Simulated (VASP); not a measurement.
# PtF2 (R-3m) in VASP: further runs, part 2 of 2

VASP 6.6.1.

## 3. Single point, PBE+U, collinear spin, ferromagnetic start

INCAR reads:

```
PREC     = Accurate       # precision mode
ENCUT    = 520            # plane-wave cutoff, eV
EDIFF    = 1E-6           # SCF threshold, eV
ISMEAR   = 0              # smearing method
SIGMA    = 0.05           # smearing width, eV
LREAL    = False          # projectors in reciprocal space
LASPH    = True           # aspherical terms in the spheres
NELM     = 100            # most SCF steps
ALGO     = Fast           # electronic algorithm
ISIF     = 2              # what is computed and relaxed
LWAVE    = False          # write WAVECAR
LCHARG   = False          # write CHGCAR
ISPIN    = 2              # spin polarisation
MAGMOM   = 0.5 0 0        # initial moments
LORBIT   = 11             # projections on sites
LMAXMIX  = 4              # l up to which the mixer works
LDAU     = True           # DFT+U
LDAUTYPE = 2            
LDAUL    = 2 -1           # shell
LDAUU    = 6 0            # U, eV
LDAUJ    = 0 0          
LDAUPRINT= 1            
GGA      = PE             # functional
```

KPOINTS reads:

```
Automatic mesh
0
Gamma
  7 7 7
```

POSCAR reads:

```
PtF2
1.0
    1.5647742300      0.9034228200      4.7309018300
   -1.5647742300      0.9034228200      4.7309018300
    0.0000000000     -1.8068456500      4.7309018300
Pt F
1 2
Direct
    0.0000000000      0.0000000000      0.0000000000
    0.2520000000      0.2520000000      0.2520000000
    0.7480000000      0.7480000000      0.7480000000
```

Potentials or basis: VASP PAW PBE potentials, release 64 (Pt, F).

Command:

```console
> cat potpaw_PBE.64/Pt/POTCAR potpaw_PBE.64/F/POTCAR > POTCAR
> mpirun -np 1 vasp_std > vasp.out
```

OUTCAR:

```text
PREC = Accurate
   ENCUT = 520
   EDIFF = 1E-6
   ISMEAR = 0
   LREAL = False
   LASPH = True
   NELM = 100
   ISIF = 2
   ISPIN = 2
   LORBIT = 11
   GGA = PE

 ion  position               nearest neighbor table
   1  0.000  0.000  0.000-   3 2.14   3 2.14   2 2.14   2 2.14   3 2.14   2 2.14
   2  0.252  0.252  0.252-   1 2.14   1 2.14   1 2.14
   3  0.748  0.748  0.748-   1 2.14   1 2.14   1 2.14

  LATTYP: Found a trigonal (rhomboedric) cell.
 ALAT       =     5.0642001647
 COS(alpha) =     0.8090535273

  Lattice vectors:

 A1 = (   1.5647742300,   0.9034228200,   4.7309018300)
 A2 = (  -1.5647742300,   0.9034228200,   4.7309018300)
 A3 = (   0.0000000000,  -1.8068456500,   4.7309018300)

Analysis of symmetry for initial positions (statically):
=====================================================================
 Subroutine PRICEL returns:
 Original cell was already a primitive cell.

 Routine SETGRP: Setting up the symmetry group for a
 trigonal (rhombohedral) supercell.

 Subroutine GETGRP returns: Found 12 space group operations
 (whereof 12 operations were pure point group operations)
 out of a pool of 12 trial point group operations.

The static configuration has the point symmetry D_3d.

Analysis of symmetry for dynamics (positions and initial velocities):
=====================================================================
 Subroutine PRICEL returns:
 Original cell was already a primitive cell.

 Routine SETGRP: Setting up the symmetry group for a
 trigonal (rhombohedral) supercell.

 Subroutine GETGRP returns: Found 12 space group operations
 (whereof 12 operations were pure point group operations)
 out of a pool of 12 trial point group operations.

The dynamic configuration has the point symmetry D_3d.

Analysis of structural, dynamic, and magnetic symmetry:
=====================================================================
 Subroutine PRICEL returns:
 Original cell was already a primitive cell.

 Routine SETGRP: Setting up the symmetry group for a
 trigonal (rhombohedral) supercell.

 Subroutine GETGRP returns: Found 12 space group operations
 (whereof 12 operations were pure point group operations)
 out of a pool of 12 trial point group operations.

The overall configuration has the point symmetry D_3d.

 Subroutine INISYM returns: Found 12 space group operations
 (whereof 12 operations are pure point group operations),
 and found     1 'primitive' translations

----------------------------------------------------------------------------------------

                                     Primitive cell

  volume of cell :      40.1271
[... 123 lines left out ...]
   IVDW    =     0    specifies the selected vdW correction
   LEPSILON=     F    determine dielectric tensor
   LRPA    =     F    only Hartree local field effects (RPA)
 spin polarized calculation
 RMM-DIIS sequential band-by-band and
 Gauss-broadening in eV      SIGMA  =   0.05
  energy-cutoff  :      520.00
  volume of cell :       40.13
 maximum number of plane-waves:      1097
 NGX is ok and might be reduce to    40
   NGX = 19   NGY = 19   NGZ = 19

atom =   1  type =  1  l = 2

 onsite density matrix

spin component  1

  1.0162 -0.0000 -0.0000  0.0385 -0.0000
 -0.0000  1.0334 -0.0000  0.0000  0.0385
 -0.0000 -0.0000  0.9855 -0.0000  0.0000
  0.0385  0.0000 -0.0000  1.0334  0.0000
 -0.0000  0.0385  0.0000  0.0000  1.0162

spin component  2

  0.7211  0.0000  0.0000 -0.3707 -0.0000
  0.0000  0.4614 -0.0000  0.0000 -0.3707
  0.0000 -0.0000  0.9846  0.0000  0.0000
 -0.3707  0.0000  0.0000  0.4614  0.0000
 -0.0000 -0.3707  0.0000  0.0000  0.7211

 occupancies and eigenvectors

  o =  0.1985  v =  0.0000  0.0000  0.0000  0.0000  0.0000 -0.5785  0.0000  0.0000 -0.8157 -0.0000      0.0000  0.0000  0.0000  0.0000  0.0000  0.0000  0.0000  0.0000  0.0000  0.0000
  o =  0.1985  v =  0.0000  0.0000  0.0000  0.0000  0.0000  0.0000  0.8157  0.0000 -0.0000  0.5785      0.0000  0.0000  0.0000  0.0000  0.0000  0.0000  0.0000  0.0000  0.0000  0.0000
  o =  0.9840  v =  0.0000  0.0000  0.0000  0.0000  0.0000  0.0000 -0.5785 -0.0000  0.0000  0.8157      0.0000  0.0000  0.0000  0.0000  0.0000  0.0000  0.0000  0.0000  0.0000  0.0000
  o =  0.9840  v =  0.0000  0.0000  0.0000  0.0000  0.0000 -0.8157  0.0000 -0.0000  0.5785  0.0000      0.0000  0.0000  0.0000  0.0000  0.0000  0.0000  0.0000  0.0000  0.0000  0.0000
  o =  0.9846  v =  0.0000  0.0000  0.0000  0.0000  0.0000  0.0000  0.0000 -1.0000 -0.0000 -0.0000      0.0000  0.0000  0.0000  0.0000  0.0000  0.0000  0.0000  0.0000  0.0000  0.0000
  o =  0.9854  v =  0.0000 -0.6252 -0.0000  0.0000  0.7804  0.0000  0.0000  0.0000  0.0000  0.0000      0.0000  0.0000  0.0000  0.0000  0.0000  0.0000  0.0000  0.0000  0.0000  0.0000
  o =  0.9854  v = -0.7804  0.0000 -0.0000  0.6252 -0.0000  0.0000  0.0000  0.0000  0.0000  0.0000      0.0000  0.0000  0.0000  0.0000  0.0000  0.0000  0.0000  0.0000  0.0000  0.0000
  o =  0.9855  v =  0.0000 -0.0000  1.0000  0.0000  0.0000  0.0000  0.0000  0.0000  0.0000  0.0000      0.0000  0.0000  0.0000  0.0000  0.0000  0.0000  0.0000  0.0000  0.0000  0.0000
  o =  1.0642  v =  0.6252  0.0000 -0.0000  0.7804 -0.0000  0.0000  0.0000  0.0000  0.0000  0.0000      0.0000  0.0000  0.0000  0.0000  0.0000  0.0000  0.0000  0.0000  0.0000  0.0000
  o =  1.0642  v =  0.0000 -0.7804 -0.0000 -0.0000 -0.6252  0.0000  0.0000  0.0000  0.0000  0.0000      0.0000  0.0000  0.0000  0.0000  0.0000  0.0000  0.0000  0.0000  0.0000  0.0000

 number of electron      23.9999996 magnetization       1.9999999

 Free energy of the ion-electron system (eV)
  ---------------------------------------------------
  ext. energy  EPLUGINS =         0.00000000
  ---------------------------------------------------
  free energy    TOTEN  =        -8.97187133 eV

  energy without entropy =       -8.97187133  energy(sigma->0) =       -8.97187133

 E-fermi :   2.5771     XC(G=0): -10.3007

 val. band max:        2.2696931522   @ k =  -0.4286  -0.4286   0.1429
 cond. band min:       4.3891172291   @ k =   0.0000   0.0000   0.0000
 fundamental gap:      2.1194240769
 Fermi energy:         2.5770574570

 spin component 1

 k-point     1 :       0.0000    0.0000    0.0000
  band No.  band energies     occupation
      1     -20.7631      1.00000
      2     -20.1004      1.00000
      3      -5.3959      1.00000
      4      -5.3959      1.00000
      5      -5.0443      1.00000
      6      -1.5446      1.00000
[... 895 lines left out ...]
      5      -2.3936      1.00000
      6      -2.1835      1.00000
[... 8 lines left out ...]
     15      12.0412      0.00000
     16      16.4674      0.00000

 [... further k-points ...]

------------------------ aborting loop because EDIFF is reached ----------------------------------------

  FORCE on cell =-STRESS in cart. coord.  units (eV):
  Direction    XX          YY          ZZ          XY          YZ          ZX
  --------------------------------------------------------------------------------------
  -------------------------------------------------------------------------------------
  Total        6.2926591      6.2926591      2.9930138      0.0000000     -0.0000000      0.0000000
  in kB      251.2504569    251.2504572    119.5037071      0.0000000     -0.0000001      0.0000000
  external PRESSURE =     207.3348737 kB  Pullay stress =       0.0000000 kB

 VOLUME and BASIS-vectors are now :
 -----------------------------------------------------------------------------
  energy-cutoff  :      520.00
  volume of cell :       40.13
      direct lattice vectors                 reciprocal lattice vectors
     1.564774230  0.903422820  4.730901830     0.319534915  0.184483569  0.070458730
    -1.564774230  0.903422820  4.730901830    -0.319534915  0.184483569  0.070458730
     0.000000000 -1.806845650  4.730901830     0.000000000 -0.368967138  0.070458729

 POSITION                                       TOTAL-FORCE (eV/Angst)
 -----------------------------------------------------------------------------------
      0.00000      0.00000      0.00000         0.000000     -0.000000      0.000000
      0.00000     -0.00000      3.57656         0.000000      0.000000     -1.161055
      0.00000     -0.00000     10.61614         0.000000     -0.000000      1.161055
 -----------------------------------------------------------------------------------
    total drift:                               -0.000000      0.000000     -0.000000

  FREE ENERGIE OF THE ION-ELECTRON SYSTEM (eV)
  ---------------------------------------------------
  free  energy   TOTEN  =        -8.9718713300 eV

  energy  without entropy=       -8.9718713300  energy(sigma->0) =       -8.97187133

 total charge

# of ion       s       p       d       tot
------------------------------------------
    1        0.408   0.410   8.372   9.190
    2        1.744   4.320   0.000   6.064
    3        1.744   4.320   0.000   6.064
--------------------------------------------------
tot          3.896   9.051   8.372  21.319

 magnetization (x)

# of ion       s       p       d       tot
------------------------------------------
    1        0.010   0.004   1.726   1.741
    2        0.011   0.142   0.000   0.153
    3        0.011   0.142   0.000   0.153
--------------------------------------------------
tot          0.032   0.289   1.726   2.047
```

It took 3.2 min on 1 thread of AMD EPYC 7R43 (Zen 3), shared host; peak memory 0.28 GiB.

What came out:

- Free energy: -8.9719 eV
- Pressure: 20.7 GPa
- Largest force: 1.161 eV/Å
- Band gap on the k mesh: 2.12 eV, indirect (least direct gap 2.21 eV)
- Net moment: 2.00 μB per cell
- Site moments: Pt +1.74; F +0.15 μB
- Valence electrons inside the program's atomic spheres: Pt 9.19; F 6.06

Forces in eV/Å, atoms in the order of the input:
```
Pt   0.000  0.000  0.000
F    0.000  0.000 -1.161
F    0.000  0.000  1.161
```

Eigenvalues of the final occupation matrices:
| site | spin | trace | eigenvalues |
| --- | --- | --- | --- |
| site 1 d | 1 | 5.08 | 0.99 0.99 0.99 1.06 1.06 |
| site 1 d | 2 | 3.35 | 0.20 0.20 0.98 0.98 0.98 |

Caveat: spin-orbit coupling is left out, which moves the levels of the heavy elements; an odd mesh through Γ misses points on the zone boundary, where band edges often lie; forces of over 1 eV/Å show positions far from the minimum, so gaps and moduli don't describe the material at rest.
